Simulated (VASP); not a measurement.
A convergence study with VASP on Mg2Si (antifluorite): one setting is varied, all else stays as given below, so the limit is that of these other settings.

```yaml
crystal:
  lattice:
    - [0.00000, 3.17500, 3.17500]
    - [3.17500, 0.00000, 3.17500]
    - [3.17500, 3.17500, 0.00000]
  atoms:
    - { symbol: Mg, position: [0.25000, 0.25000, 0.25000] }
    - { symbol: Mg, position: [0.75000, 0.75000, 0.75000] }
    - { symbol: Si, position: [0.00000, 0.00000, 0.00000] }
```

Method: PBEsol GGA, VASP's PBE PAW potentials (set 64) (plane waves; VASP 6.6.1). The tightest run used: 550 eV cut-off, 11×11×11 Monkhorst-Pack mesh, Gaussian smearing of 0.050 eV, potentials Mg Si.

| setting | E (eV/atom) | pressure (GPa) | irreducible k-points |
|---|---|---|---|
| 1×1×1 mesh | 0.9593 | 9.57 | 1 |
| 2×2×2 mesh | -3.1725 | -0.64 | 2 |
| 3×3×3 mesh | -3.0487 | -0.53 | 4 |

**Question.** These are the cheaper rows. Estimate the results at 11×11×11 mesh, and how far the last row shown lies from them.

**Answer.** 
```csv
quantity,tightest run,last row shown is off by
E (eV/atom),-3.2237,0.1750
pressure (GPa),-0.66,0.13
```

Left out are rungs that failed or repeat a setting and relaxations that didn't move; long series are thinned to 24 rows.

The compound is Mg2Si in the antifluorite structure. The cell was not relaxed at this level.
